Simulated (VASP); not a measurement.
Method: r2SCAN meta-GGA, VASP's PBE PAW potentials (set 64) (plane waves; VASP).

The input files of a VASP run:

KPOINTS:
```
Automatic mesh
0
Gamma
3 7 1
0 0 0
```

**POSCAR**
```
Ca(211) slab
1
    9.6520386602     0.0000000000     0.0000000000
    0.0000000000     3.9404282420     0.0000000000
    0.0000000000     0.0000000000    24.0801549081
Ca
8
Direct
  0.8271274409   0.2500000000   0.3392850208
  0.1576355014   0.7500000000   0.3827653837
  0.4976839162   0.2500000000   0.4296360902
  0.8317594201   0.7500000000   0.4764746576
  0.1682405799   0.2500000000   0.5235253424
  0.5023160838   0.7500000000   0.5703639098
  0.8423644986   0.2500000000   0.6172346163
  0.1728725591   0.7500000000   0.6607149792
```

### INCAR
```
METAGGA = R2SCAN
SIGMA = 0.1
EDIFF = 1E-6
ISMEAR = 1
LASPH = .TRUE.   # aspherical one-centre terms
LWAVE = .FALSE.
ENCUT = 400   # plane-wave cut-off (eV)
LREAL = .FALSE.
NELM = 100   # most electronic steps
ALGO = Normal   # blocked Davidson
LCHARG = .FALSE.
LDIPOL = .TRUE.
LORBIT = 11
SYSTEM = Ca(211) slab
DIPOL = 0.5 0.5 0.5
NELMIN = 4
LMIXTAU = .TRUE.
IDIPOL = 3
PREC = Normal
LVHAR = .TRUE.
```

POTCAR, in this order: Ca_sv (PBE.64 set). Program: vasp_std. Read from the step before: WAVECAR.

Output of the run:

### OSZICAR
```
       N       E                     dE             d eps       ncg     rms          rms(c)
DAV:   1    -0.535731436525E+02   -0.53573E+02   -0.13344E-05   616   0.187E-02    0.134E-03
DAV:   2    -0.535731463749E+02   -0.27224E-05   -0.26782E-06   632   0.851E-03    0.443E-04
DAV:   3    -0.535731463739E+02    0.10014E-08   -0.12234E-06   592   0.678E-03    0.270E-04
DAV:   4    -0.535731492063E+02   -0.28324E-05   -0.12938E-06   560   0.680E-03    0.165E-04
DAV:   5    -0.535731459850E+02    0.32213E-05   -0.10822E-06   544   0.628E-03    0.928E-05
DAV:   6    -0.535731497320E+02   -0.37470E-05   -0.10463E-06   544   0.692E-03    0.769E-05
DAV:   7    -0.535731461146E+02    0.36174E-05   -0.57922E-07   536   0.470E-03    0.520E-05
DAV:   8    -0.535731461949E+02   -0.80291E-07   -0.40579E-07   536   0.442E-03
   1 F= -.53573146E+02 E0= -.53573454E+02  d E =0.924318E-03
```

**OUTCAR**
```
------------------------ aborting loop because EDIFF is reached ----------------------------------------
  FORCE on cell =-STRESS in cart. coord.  units (eV):
  Direction    XX          YY          ZZ          XY          YZ          ZX
  --------------------------------------------------------------------------------------
  Total       -1.0832435     -0.3381944     -0.1983862      0.0000000      0.0000000      0.1684331
  in kB       -1.8950249     -0.5916369     -0.3470566      0.0000000      0.0000000      0.2946567
  external PRESSURE =      -0.9445728 kB  Pullay stress =       0.0000000 kB
  volume of cell :      915.84
      direct lattice vectors                 reciprocal lattice vectors
     9.652038660  0.000000000  0.000000000     0.103605055  0.000000000  0.000000000
     0.000000000  3.940428242  0.000000000     0.000000000  0.253779523  0.000000000
     0.000000000  0.000000000 24.080154908     0.000000000  0.000000000  0.041527972
 POSITION                                       TOTAL-FORCE (eV/Angst)
 -----------------------------------------------------------------------------------
      7.98347      0.98511      8.17004        -0.007153      0.000000      0.012121
      1.52150      2.95532      9.21705        -0.019536      0.000000     -0.000385
      4.80366      0.98511     10.34570         0.007828     -0.000000      0.003024
      8.02817      2.95532     11.47358        -0.014491      0.000000     -0.010598
      1.62386      0.98511     12.60657         0.014491      0.000000      0.010598
      4.84837      2.95532     13.73445        -0.007828      0.000000     -0.003024
      8.13053      0.98511     14.86311         0.019536      0.000000      0.000385
      1.66857      2.95532     15.91012         0.007153      0.000000     -0.012121
 -----------------------------------------------------------------------------------
    total drift:                                0.000000      0.000000      0.000000
  FREE ENERGIE OF THE ION-ELECTRON SYSTEM (eV)
  ---------------------------------------------------
  free  energy   TOTEN  =       -53.5731461949 eV

  energy  without entropy=      -53.5740705130  energy(sigma->0) =      -53.57345430

 total charge

# of ion       s       p       d       tot
------------------------------------------
    1        2.085   5.832   0.114   8.031
    2        2.080   5.834   0.126   8.040
    3        2.076   5.836   0.130   8.042
    4        2.072   5.839   0.146   8.057
    5        2.072   5.839   0.146   8.057
    6        2.076   5.836   0.130   8.042
    7        2.080   5.834   0.126   8.040
    8        2.085   5.832   0.114   8.031
--------------------------------------------------
tot         16.628  46.679   1.032  64.339
```
(Selected blocks of OUTCAR.)

### OUTCAR
```
 val. band max:       -0.9172265068   @ k =   0.0000   0.2857   0.0000

 cond. band min:      -0.9061352213   @ k =   0.0000   0.0000   0.0000


 Fermi energy:        -0.9077529369

 k-point     1 :       0.0000    0.0000    0.0000
  band No.  band energies     occupation
      1     -45.4602      2.00000
      2     -45.4602      2.00000
      3     -45.1885      2.00000
      4     -45.1885      2.00000
      5     -45.0368      2.00000
      6     -45.0323      2.00000
      7     -44.6856      2.00000
      8     -44.6816      2.00000
      9     -25.5946      2.00000
     10     -25.5946      2.00000
     11     -25.5558      2.00000
     12     -25.5558      2.00000
     13     -25.4534      2.00000
     14     -25.4534      2.00000
     15     -25.3443      2.00000
     16     -25.3431      2.00000
     17     -25.2525      2.00000
     18     -25.2516      2.00000
     19     -25.2122      2.00000
     20     -25.2120      2.00000
     21     -25.1946      2.00000
     22     -25.1415      2.00000
     23     -25.1097      2.00000
     24     -25.1002      2.00000
     25     -25.0829      2.00000
     26     -25.0700      2.00000
     27     -24.8119      2.00000
     28     -24.7955      2.00000
     29     -24.7865      2.00000
     30     -24.7595      2.00000
     31     -24.7505      2.00000
     32     -24.7393      2.00000
     33      -4.9014      2.00000
     34      -3.9677      2.00000
     35      -3.1438      2.00000
     36      -3.1390      2.00000
     37      -2.6645      2.00000
     38      -2.2308      2.00000
     39      -2.1745      2.00000
     40      -1.6040      2.00000
     41      -0.9061      0.97262
     42      -0.8175     -0.02374
     43      -0.2663     -0.00000
     44      -0.2600     -0.00000
     45      -0.1425     -0.00000
     46      -0.1246     -0.00000
     47       0.0483     -0.00000
     48       0.0986     -0.00000

 k-point     2 :       0.3333    0.0000    0.0000
  band No.  band energies     occupation
...
```

The cell is a thin slab with vacuum, built from Ca (fcc): (211) face.
